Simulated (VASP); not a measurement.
# A VASP study of ZrW (LDA): structure first, properties next, part 2 of 2

Wanted: the relaxed cell of ZrW and its properties. The cell is invented: it takes the structure of a Materials Project entry for MoRu (space group 187 there), with all of its atoms replaced by other elements, volume scaled by an estimate. It may not be a known or stable phase.

VASP 6.6.1, plane waves and PAW; the level of theory is named at each step.

So far. Step 6 (Total and projected DOS (LDA)): The finer mesh and the other smearing move the Fermi level by -0.01 eV from the 11×11×5 run, a small shift, which tests the Fermi level alone. Of the states within 0.3 eV of the Fermi level, the largest shares in the PAW spheres are W d 38 %, Zr d 27 % and W p 9 %. The rest lies in smaller channels or between the spheres. The relaxed cell has a = 2.804, c = 5.238 Å (conventional setting).

## (8) Band structure (LDA + SOC)

This step: LDA, spin-orbit coupling; plane waves and PAW (W, Zr_sv); invented cell (VASP 6.6.1).

The mesh alone shows little of the dispersion and can miss band extrema, so KPOINTS_OPT adds a path through the symmetry points after the self-consistent cycle. Spin-orbit coupling needs spinors and the noncollinear program, where each band holds one electron.

INCAR

```
SYSTEM = ZrW
PREC = Accurate
ENCUT = 400
EDIFF = 1E-06
NELM = 100
ISMEAR = -1
SIGMA = 0.05
LREAL = .FALSE.
ALGO = Normal
GGA = CA
LNONCOLLINEAR = .TRUE.
MAGMOM = 0 0 0 0 0 0
NBANDS = 30
GGA_COMPAT = .FALSE.
LASPH = .TRUE.
LSORBIT = .TRUE.
LMAXMIX = 4
LORBIT = 11
LWAVE = .FALSE.
LCHARG = .FALSE.
```

POSCAR

```
ZrW
1.0
    2.8043403618      0.0000000497      0.0000000000
   -1.4021705923      2.4286304127      0.0000000000
    0.0000000000      0.0000000000      5.2379057669
W Zr
1 1
Direct
    0.3333333300      0.6666666700      0.0000000000
    0.0000000000      0.0000000000      0.5000000000
```

KPOINTS

```
Automatic mesh
0
Gamma
9 9 4
0 0 0
```

KPOINTS_OPT

```
Line mode
16
Line-mode
Reciprocal
  0.00000000   0.00000000   0.00000000 GAMMA
  0.50000000   0.00000000   0.00000000 M

  0.50000000   0.00000000   0.00000000 M
  0.33333333   0.33333333   0.00000000 K

  0.33333333   0.33333333   0.00000000 K
  0.00000000   0.00000000   0.00000000 GAMMA

  0.00000000   0.00000000   0.00000000 GAMMA
  0.00000000   0.00000000   0.50000000 A

  0.00000000   0.00000000   0.50000000 A
  0.50000000   0.00000000   0.50000000 L

  0.50000000   0.00000000   0.50000000 L
  0.33333333   0.33333333   0.50000000 H

  0.33333333   0.33333333   0.50000000 H
  0.00000000   0.00000000   0.50000000 A

  0.50000000   0.00000000   0.50000000 L
  0.50000000   0.00000000   0.00000000 M

  0.33333333   0.33333333   0.00000000 K
  0.33333333   0.33333333   0.50000000 H
```

Potentials, in the order of the species: W and Zr_sv (LDA family, release 64).

On the command line:

```bash
mpirun -np 1 vasp_ncl
```

Elapsed: 4.6 min, on 1 MPI rank of AMD EPYC 7R43, shared host; peak memory 0.2 GiB.

LASPH is on here and off in scalar runs of this session, so a comparison with those holds both changes.

This step gave:

- SCF cycles: 14
- bands: 30
- irreducible k-points: 57
- free energy (TOTEN): -22.89 eV
- energy at zero smearing: -22.88 eV
- Fermi energy: 9.030 eV
- pressure: 0.7151 GPa

On-site spin-orbit energy by atom:

```
atom  on-site spin-orbit energy (eV)
  W1                          -0.500
 Zr2                          -0.154
```

The electronic bands at the labelled points (eV, zero at the Fermi level; # counts the bands kept in this run):

| point | #7 | #8 | #9 | #10 | #11 | #12 | #13 | #14 |
| --- | --- | --- | --- | --- | --- | --- | --- | --- |
| Γ | -0.41 | -0.41 | 0.23 | 0.23 | 0.36 | 0.36 | 1.50 | 1.50 |
| 0.53 of the way | -1.14 | -1.14 | -0.55 | -0.55 | 0.63 | 0.63 | 1.55 | 1.55 |
| M | -0.69 | -0.69 | 0.08 | 0.08 | 0.41 | 0.41 | 0.91 | 0.91 |
| 0.53 of the way | -0.88 | -0.76 | -0.42 | -0.41 | 0.00 | 0.02 | 0.67 | 0.74 |
| K | -1.42 | -1.19 | -1.18 | -1.00 | -0.31 | -0.27 | 1.35 | 1.49 |
| 0.53 of the way | -1.93 | -1.92 | -0.22 | -0.16 | 0.24 | 0.39 | 0.87 | 0.88 |
| Γ | -0.41 | -0.41 | 0.23 | 0.23 | 0.36 | 0.36 | 1.50 | 1.50 |
| 0.53 of the way | -0.57 | -0.57 | -0.45 | -0.43 | 0.19 | 0.19 | 1.28 | 1.33 |
| A | -1.08 | -1.08 | -0.46 | -0.46 | 0.17 | 0.17 | 1.18 | 1.18 |
| 0.47 of the way | -1.35 | -1.35 | -0.96 | -0.96 | 0.64 | 0.64 | 1.70 | 1.70 |
| L | -2.42 | -2.42 | 1.41 | 1.41 | 1.78 | 1.78 | 2.96 | 2.96 |
| 0.47 of the way | -1.61 | -1.60 | -0.03 | 0.01 | 0.25 | 0.32 | 2.41 | 2.66 |
| H | -1.90 | -1.85 | -1.21 | -1.04 | 0.53 | 0.66 | 1.17 | 1.40 |
| 0.53 of the way | -1.46 | -1.44 | -0.73 | -0.68 | -0.23 | -0.18 | 1.70 | 1.76 |
| A | -1.08 | -1.08 | -0.46 | -0.46 | 0.17 | 0.17 | 1.18 | 1.18 |
| jump to L | -2.42 | -2.42 | 1.41 | 1.41 | 1.78 | 1.78 | 2.96 | 2.96 |
| 0.47 of the way | -2.38 | -2.20 | 0.52 | 0.71 | 1.25 | 1.28 | 2.03 | 2.55 |
| M | -0.69 | -0.69 | 0.08 | 0.08 | 0.41 | 0.41 | 0.91 | 0.91 |
| jump to K | -1.42 | -1.19 | -1.18 | -1.00 | -0.31 | -0.27 | 1.35 | 1.49 |
| 0.47 of the way | -1.62 | -1.53 | -1.25 | -1.03 | 0.23 | 0.34 | 1.29 | 1.45 |
| H | -1.90 | -1.85 | -1.21 | -1.04 | 0.53 | 0.66 | 1.17 | 1.40 |

Of the projections kept (W, Zr), the largest for each band there, as a share of the weight inside these atoms' spheres; weight between the spheres isn't counted:

```csv
point,#7,#8,#9,#10,#11,#12,#13,#14
Γ,W 0.99,W 0.99,W 0.98,W 0.98,W 0.72,W 0.72,Zr 0.98,Zr 0.98
M,W 0.51,W 0.51,W 0.80,W 0.80,W 0.52,W 0.52,W 0.75,W 0.75
K,W 0.79,W 0.60,W 0.80,W 0.94,Zr 0.85,Zr 0.85,Zr 0.72,Zr 0.76
Γ,W 0.99,W 0.99,W 0.98,W 0.98,W 0.72,W 0.72,Zr 0.98,Zr 0.98
A,Zr 0.81,Zr 0.81,W 0.98,W 0.98,W 0.98,W 0.98,Zr 0.84,Zr 0.84
L,Zr 0.72,Zr 0.72,W 0.90,W 0.90,W 0.99,W 0.99,Zr 0.64,Zr 0.64
```

At these settings, which differ from those of the relaxation, the cell is under a pressure of 0.7 GPa.

## (9) Results

```json
{
 "relaxed volume": "17.84 Å³/atom",
 "relaxed conventional cell a, b, c": "2.804, 2.804, 5.238 Å; angles 90.0, 90.0, 120.0°",
 "space group after relaxing, within 0.02 Å": "P-6m2 (No. 187)",
 "band gap": "none, a metal",
 "DOS at the Fermi level": "2.67 states/eV/cell",
 "highest zone-centre mode": "216 cm⁻¹",
 "imaginary zone-centre modes": "2, down to 52i cm⁻¹",
 "band gap (LDA + SOC)": "none, a metal"
}
```

What this shows: With LDA, ZrW relaxes to 17.84 Å³/atom in space group P-6m2 (held by the symmetry of the run) and comes out as a metal. Bands along the symmetry lines (LDA): Of the bands kept, 2 cross the Fermi level on this path. Vibrations at Γ (LDA): The highest mode in this list at Γ, 215.7 cm⁻¹, has its largest share on Zr (67 % of the kinetic energy). 2 modes are imaginary, down to 51.9i cm⁻¹: the energy falls along them. Band structure (LDA + SOC): Of the bands kept, 4 cross the Fermi level on this path (spinor bands, one electron each). LASPH was switched on together with spin-orbit coupling, so shifts put down to the coupling hold both changes, and that of the mesh where it differs. The k-sampling is coarse for a metal, so the Fermi level, pressures and the shape of the cell carry errors. In a metal, imaginary modes from one mesh and one smearing may be numerical noise or a true instability. No search among competing phases was made. All values are for a static lattice at zero temperature.

[Lines on the potential files, build, host, timing and source positions are cut from VASP's logs without a mark.]

[Logs are printed without paths, hosts, clocks, repeated set-up lines and the standing remarks that a program may print on its own settings, such as how far it seeks lower states.]

[Hosts, paths, dates, database ids (printed as entryN), source tags and the programs' standing remarks are cut or masked in the printed files.]

[A measured line is paired with the nearest computed mode of its activity, which favours agreement.]

[In band tables of VASP the shares of atoms and orbitals are scaled to a sum of 1 inside the atoms' spheres.]
